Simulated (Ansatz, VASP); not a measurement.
**Ta3Cd: VASP beside Ansatz**

INCAR

```
  PREC = Accurate
  ENCUT = 600
  EDIFF = 1E-7
  ISMEAR = 0
  SIGMA = 0.1
  LREAL = False
  LASPH = True
  NELM = 100
  ALGO = Normal
  ISIF = 3
  LWAVE = False
  LCHARG = False
  GGA = PE
  IBRION = 2
  NSW = 100
  EDIFFG = -0.01
```

Contents of KPOINTS:

```
Automatic mesh
0
Gamma
  9 9 14
```

File POSCAR:

```
Ta3Cd
1.0
    5.6064620615      0.0000000000      0.0000000000
   -2.8032310307      4.8553385706      0.0000000000
    0.0000000000      0.0000000000      2.8144226142
Ta Cd
3 1
Direct
    0.5000000000      0.0000000000      0.0000000000
    0.0000000000      0.5000000000      0.0000000000
    0.5000000000      0.5000000000      0.0000000000
    0.0000000000      0.0000000000      0.5000000000
```

Input for Ansatz:

```yaml
crystal:
  lattice:
    - [5.6064620615, 0.0, 0.0]
    - [-2.8032310307, 4.8553385706, 0.0]
    - [0.0, 0.0, 2.8144226142]
  atoms:
    - { symbol: Ta, position: [0.5, 0.0, 0.0] }
    - { symbol: Ta, position: [0.0, 0.5, 0.0] }
    - { symbol: Ta, position: [0.5, 0.5, 0.0] }
    - { symbol: Cd, position: [0.0, 0.0, 0.5] }
basis:
  ecutwfc: 420
kpoints:
  mp_grid: { grid: [9, 9, 14] }
hamiltonian:
  xc: pbe
scf:
  occupations: { method: gaussian, width: 0.1 }
output:
  forces: true
  stress: true
  eigenvalues: true
relax:
  adjacent_minimum: "off"
  f_tol: 0.01
  max_steps: 80
  cell: { stress_tol: 0.05 }
```

Alike in both runs: task relaxation of cell and atoms; functional PBE; k mesh 9 × 9 × 14; occupations gaussian, width 0.1 eV; no spin polarisation.

```csv
,VASP,Ansatz
version,VASP 6.6.1,Ansatz 0.2.0
potentials or method,"VASP PAW PBE potentials, release 64 (Ta_pv, Cd)","scalar-relativistic, plane waves, PAW"
plane-wave cutoff (eV),600,420
valence electrons in the cell,45,59
```

|  | VASP | Ansatz | Ansatz less VASP |
| --- | --- | --- | --- |
| gap on the k mesh at the Fermi level, each at its own relaxed structure (eV) | none | none | - |
| relaxed volume (Å³/atom) | 19.12 | 19.08 | -0.035 |
| relaxed cell length with the largest relative difference (Å) | 2.801 | 2.799 | -0.0020 |

A gap of «none» marks a metal or a gap that the smearing closes. The two sets of potentials don't hold the same shells in valence.

Spin-orbit coupling is left out, which matters for the levels of Ta.
